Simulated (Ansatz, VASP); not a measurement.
# InO (In2O2 3 layers, AB) in two plane-wave programs

Wanted: the spread between two codes on one cell, functional and k mesh. The structure shown is the start of the Ansatz relaxation below; VASP solves that cell, so the two are compared at the walk's first step.

Program: Ansatz 0.2.0. Level of theory: plane waves, with VASP 6.6.1 beside it; single point at PBE with D3(BJ). Results are calculated unless marked as measured.

## 1. Set-up

The cell holds 12 atoms: 6 O and 6 In. Cell: a = 3.292 Å, b = 3.292 Å, c = 70.621 Å, α = 90.0°, β = 90.0°, γ = 120.0°. Vacuum lies along c.

## 2. Ansatz: relaxation, PBE with D3(BJ)

Ansatz runs on its default PAW (the set named soft_2) files.

The two programs are compared at the cell with which this relaxation starts, whose forces are those of its first step.

File input.yaml:

```yaml
crystal:
  lattice:
    - [3.2916, 0.0, 0.0]
    - [-1.6458, 2.8506092191, 0.0]
    - [0.0, 0.0, 70.6209120433]
  atoms:
    - { symbol: O, position: [0.3333333333, 0.6666666667, 0.3596668361] }
    - { symbol: In, position: [0.0, 0.0, 0.372649091] }
    - { symbol: In, position: [0.0, 0.0, 0.412863808] }
    - { symbol: O, position: [0.3333333333, 0.6666666667, 0.4258460629] }
    - { symbol: O, position: [0.6666666667, 0.3333333333, 0.4669103867] }
    - { symbol: In, position: [0.3333333333, 0.6666666667, 0.4798926414] }
    - { symbol: In, position: [0.3333333333, 0.6666666667, 0.5201073586] }
    - { symbol: O, position: [0.6666666667, 0.3333333333, 0.5330896133] }
    - { symbol: O, position: [0.3333333333, 0.6666666667, 0.5741539371] }
    - { symbol: In, position: [0.0, 0.0, 0.587136192] }
    - { symbol: In, position: [0.0, 0.0, 0.627350909] }
    - { symbol: O, position: [0.3333333333, 0.6666666667, 0.6403331639] }
  periodic: [true, true, false]
kpoints:
  mp_grid: { grid: [12, 12, 1] }
hamiltonian:
  xc: pbe
  dispersion: d3bj
scf:
  occupations: { method: fermi_dirac, width: 0.05 }
  convergence: { dr2_threshold: 1.0e-09 }
relax:
  f_tol: 0.004
  max_steps: 90
  cell: {}
output:
  write_potential: true
  write_density: true
  volumetric_format: npy
```

Launch:

```sh
> ansatz run input.yaml --threads 4 --pin off --max-ram 12288MiB --backend cpu --events-out ev --progress --plain --runs-dir out
```

Numbers of over 12 decimals in the logs are rounded to 6 here.

The log of the run:

```text
Warning: relax.cell: scf.convergence.dr2_threshold = 1e-9 eV is looser than the 1.34939594982e-10 eV advised for a relaxation that steers and ends on the stress (1e-10 eV for each atom of the cell: 12, times the square of relax.cell.stress_2d_tol = 0.05 N/m over 29.8 Å (the atoms' height at the walk's start and 5 Å past either face), 1.677e-2 GPa, over a crystal's default 0.05). What an SCF threshold leaves in a stress goes as its square root, and in the free energy as the threshold itself, and one threshold admits the most on a small cell: [figures from the program's tests cut] Set scf.convergence.dr2_threshold to 1.34939594982e-10 eV or tighter. [rest of the remark cut]
Engine: ansatz 0.2.0, aarch64-unknown-linux-gnu
Pseudopotentials: kind: paw
Pseudopotential: O, paw, valence charge 6, recommended cutoff 420 eV (normal), O.paw.azcp
Pseudopotential: In, paw, valence charge 13, recommended cutoff 420 eV (normal), In.paw.azcp
Functional definition: PBE
  parameter kappa = 0.804
  parameter beta = 0.066725
  exchange = pbe_x(kappa = kappa, mu = beta*pi^2/3)
  correlation = pbe_c(beta = beta)
Crystal: 12 atoms, lattice volume = 662.641 Å³
Basis set: ecut = 420 eV, 13221 PW (Γ), exchange–correlation on 48×48×960 points (8 copies of the dense FFT grid, shifted against one another)
Bands: 69, of which v1, the nominal top of the filled ones, is band 57 counted from 1 (56 counted from 0)
Symmetry: 12 space group operations
Space group: P-6m2 (ITA 187), of the structure as read, at distance tolerance 8.7e-5 Å
k-points: 19 of 144 (time reversal used)
Non-local potential: O, projectors of the file, l = 0: 2, l = 1: 2, l = 2: 1
Non-local potential: In, projectors of the file, l = 0: 2, l = 1: 2, l = 2: 2, l = 3: 2
PAW form: soft (Blöchl's): semilocal exchange-correlation on the pseudo side does not see the compensation charge
PAW one-centre angular grid: O, 110 points (default); XC on 64 Gauss nodes
PAW one-centre angular grid: In, 590 points (default); XC on 64 Gauss nodes
Initial density: superposition of atomic densities (neutral atoms: chi_scale 0, normalization atom), corrected by the library's trained network
Initial wavefunctions: pseudopotential atomic-orbital guess
Functional: x = pbe(κ = 0.804, μ = 0.219515), c = pbe(β = 0.066725)
SCF iter   1: F=—  HF=-36991.502500 eV  |F-HF|=—  |Δ(HF+E_count)|=         —  Δρ=4.50e-3  dr2=2.22e-1  ethr=1.77e-3  ⟨swp⟩=11.5  Hψ=8008  notcnv=0  defer=20
preconditioner: auto → Resta (q_TF=auto, 2.035 Å⁻¹)  ε∞=2.1  [insulator: Δε(μ)=0.620 eV  Ē_g=14.969 eV  σ=0.050 eV  W_gap=0.99  n_scr=44 (ndim 8)  ℏωp=15.4 eV  f_vac=0.681  D(μ)=0.00/eV (n_scr^D=0)  ε∞_Penn≈2.1  vacuum switching on, ρ_ref=1.6e-2 e/Å³]
SCF iter   2: F=—  HF=-36991.482083 eV  |F-HF|=—  |Δ(HF+E_count)|=   2.04e-2  Δρ=4.01e-3  dr2=1.12e-1  ethr=1.95e-4  ⟨swp⟩=4.4  Hψ=3261  notcnv=0  defer=91
SCF iter   3: F=—  HF=-36991.461508 eV  |F-HF|=—  |Δ(HF+E_count)|=   2.06e-2  Δρ=9.54e-4  dr2=7.19e-3  ethr=9.79e-5  ⟨swp⟩=3.3  Hψ=2731  notcnv=0  defer=91
SCF iter   4: F=—  HF=-36991.462964 eV  |F-HF|=—  |Δ(HF+E_count)|=   1.46e-3  Δρ=1.01e-3  dr2=2.00e-2  ethr=6.31e-6  ⟨swp⟩=3.3  Hψ=2895  notcnv=0  defer=91
SCF iter   5: F=—  HF=-36991.461400 eV  |F-HF|=—  |Δ(HF+E_count)|=   1.56e-3  Δρ=1.18e-4  dr2=9.73e-5  ethr=6.31e-6  ⟨swp⟩=2.3  Hψ=1623  notcnv=0  defer=91
SCF iter   6: F=—  HF=-36991.461543 eV  |F-HF|=—  |Δ(HF+E_count)|=   1.43e-4  Δρ=6.96e-5  dr2=2.72e-5  ethr=8.54e-8  ⟨swp⟩=3.4  Hψ=3294  notcnv=0  defer=91
SCF iter   7: F=—  HF=-36991.461543 eV  |F-HF|=—  |Δ(HF+E_count)|=   3.07e-7  Δρ=2.33e-5  dr2=3.19e-6  ethr=2.38e-8  ⟨swp⟩=3.5  Hψ=2754  notcnv=0  defer=91
SCF iter   8: F=—  HF=-36991.461406 eV  |F-HF|=—  |Δ(HF+E_count)|=   1.37e-4  Δρ=1.02e-5  dr2=8.40e-7  ethr=2.80e-9  ⟨swp⟩=3.4  Hψ=2930  notcnv=0  defer=95
SCF iter   9: F=—  HF=-36991.461406 eV  |F-HF|=—  |Δ(HF+E_count)|=   6.24e-8  Δρ=3.57e-6  dr2=9.02e-8  ethr=7.37e-10  ⟨swp⟩=2.9  Hψ=2338  notcnv=0  defer=95
SCF iter  10: F=—  HF=-36991.461406 eV  |F-HF|=—  |Δ(HF+E_count)|=   4.87e-8  Δρ=1.32e-6  dr2=7.99e-9  ethr=7.91e-11  ⟨swp⟩=3.3  Hψ=2591  notcnv=0  defer=95
SCF iter  11: F=—  HF=-36991.461406 eV  |F-HF|=—  |Δ(HF+E_count)|=   4.13e-8  Δρ=4.33e-7  dr2=1.13e-9  ethr=7.01e-12  ⟨swp⟩=3.1  Hψ=2828  notcnv=0  defer=95
SCF iter  12: F=-36991.461406 eV  HF=-36991.461406 eV  |F-HF|=1.31e-10  |Δ(HF+E_count)|=   1.31e-9  Δρ=1.11e-7  dr2=7.19e-11  ethr=1.00e-12  ⟨swp⟩=10.7  Hψ=9828  notcnv=0
[...]
WARN: The output density's exchange-correlation potential varies sharply where the density is thin. Do not read a vacuum level from v_tot or v_xc, or from such a field of the output density. On a cell that repeats whose density bears no net charge and no dipole along the vacuum's axis use v_es (v_loc + v_h of the components); under efield.dipole_correction with no amplitude use v_es + v_field, which holds any externa [...]
SCF converged after 10 iterations
an eigenvalue changed by more than its tolerance at an iteration that met the thresholds in force, so the SCF went on 2 times, its first undamped step at iteration 8: the last check found none over its tolerance
Free energy (F): -36992.259257 eV
Harris-Foulkes:  -36992.259257 eV  (|F-HF|=1.76e-9)
Internal energy: -36992.246636 eV  (E = F + TS)
E sigma→0 (E₀):  -36992.252947 eV
Entropy (-TS):   -0.012621 eV (-1.052 meV/atom)
Fermi energy:    -5.783855 eV
--- Per-component energies (eV) ---
  E_band       = -1842.563339
  E_kinetic    = 2505.456195
  E_local      = -1281535.443108  (includes V_loc(G=0)·N_el)
  E_nonlocal   = 2501.751092
  E_hartree    = 638945.639569
  E_xc         = -1728.248294
  E_vxc        = -1153.221134  (∫ρ·V_xc dr)
  E_paw        = -25889.706300  (= ΣΔE_a)
  E_vpaw       = -2052.380916  (= ΣTr[D̂ρ^β])
  E_aug_tail   = 0.014460  (compensation charges beyond the density's cutoff)
  E_ewald      = 628210.586812
  E_disp       = -2.297062  (pairwise vdW)
  E_smearing   = -0.012621  (= −TS)
  E_closure    = -0.000000  (closes the sum)
  Σ components = -36992.259257   (vs F -36992.259257, Δ=0.00e0)
--- Forces (eV/Å), atoms counted from 1 ---
  atom   1  O     -0.00000000     0.00000000    -0.00139592
  atom   2  In     0.00000000     0.00000000     0.00151010
  atom   3  In     0.00000000     0.00000000    -0.00020362
  atom   4  O      0.00000000     0.00000000     0.00098032
  atom   5  O     -0.00000000     0.00000000     0.00091452
  atom   6  In     0.00000000     0.00000000     0.00104024
  atom   7  In    -0.00000000     0.00000000    -0.00104024
  atom   8  O     -0.00000000     0.00000000    -0.00091452
  atom   9  O     -0.00000000     0.00000000    -0.00098032
  atom  10  In    -0.00000000     0.00000000     0.00020362
  atom  11  In    -0.00000000     0.00000000    -0.00151010
  atom  12  O      0.00000000     0.00000000     0.00139592
  max |Σ_I F_I| component: 1.38e-15 eV/Å
--- 2D stress c σ (N/m, compression-positive) ---
        0.023302      -0.000000       0.000000
       -0.000000       0.023302       0.000000
        0.000000       0.000000       0.000000
  P = ½ c Tr σ = 0.0233 N/m
--- Band table (eV; the first three rows and the last of 19) ---
  k-point 0: bands = [... 53 lower, -7.8589, -7.8041, -7.4553, -6.6538, -6.3277, -5.4812, -4.5986, -2.9703, ... 8 higher]
  k-point 1: bands = [... 53 lower, -7.9055, -7.3201, -7.1061, -6.4688, -5.9258, -5.3424, -4.4500, -2.7940, ... 8 higher]
  k-point 2: bands = [... 53 lower, -8.0378, -6.9497, -6.8350, -6.2854, -5.1235, -4.8636, -4.0369, -2.3699, ... 8 higher]
  k-point 18: bands = [... 53 lower, -7.8643, -6.3821, -6.3783, -5.7634, -3.0027, -2.9990, -2.4496, -1.8564, ... 8 higher]
  the weakly bound empty levels are not read free of the cell's end (no_gap_told)
--- Relaxed structure (16 steps of the walk, 14 accepted, 2 SCFs on fresh bases) ---
  F+E_penalty+E_count = -36992.25925721 eV   max|allowed force component| = 1.510e-3 eV/Å   (the final SCF, on the basis selected at the relaxed cell)
  cell:  # Å, volume = 743.3078 Å³
    - [3.486200, 1.0802496022353335e-17, 0]
    - [-1.743100, 3.019138, 0]
    - [0, 0, 70.6209120433]
  atoms:
    - { symbol: O, position: [0.333333, 0.666667, 0.380122] }
    - { symbol: In, position: [-1.9501829729420487e-17, -3.083952846216893e-17, 0.390700] }
    - { symbol: In, position: [-1.951339689890282e-17, -3.0839528462168923e-17, 0.430944] }
    - { symbol: O, position: [0.333333, 0.666667, 0.441769] }
    - { symbol: O, position: [0.666667, 0.333333, 0.470111] }
    - { symbol: In, position: [0.333333, 0.666667, 0.479728] }
    - { symbol: In, position: [0.333333, 0.666667, 0.520272] }
    - { symbol: O, position: [0.666667, 0.333333, 0.529889] }
    - { symbol: O, position: [0.333333, 0.666667, 0.558231] }
    - { symbol: In, position: [-5.158225866954923e-18, -3.0839528462168923e-17, 0.569056] }
    - { symbol: In, position: [-5.169793036437017e-18, -3.083952846216893e-17, 0.609300] }
    - { symbol: O, position: [0.333333, 0.666667, 0.619878] }
```

In the SCF lines HF is the Harris–Foulkes energy and dr2 the Hartree energy of the density residual, in eV; the loop may stop once dr2 is under the threshold and the program's other checks hold. Hψ counts applications of the Hamiltonian.

[end of part 1 of 2]

[Lines on the potential files, build, host, timing and source positions are cut from VASP's logs without a mark.]

[Logs are printed without paths, hosts, clocks, repeated set-up lines and the standing remarks that a program may print on its own settings, such as how far it seeks lower states.]

[Hosts, paths, dates, database ids (printed as entryN), source tags and the programs' standing remarks are cut or masked in the printed files.]
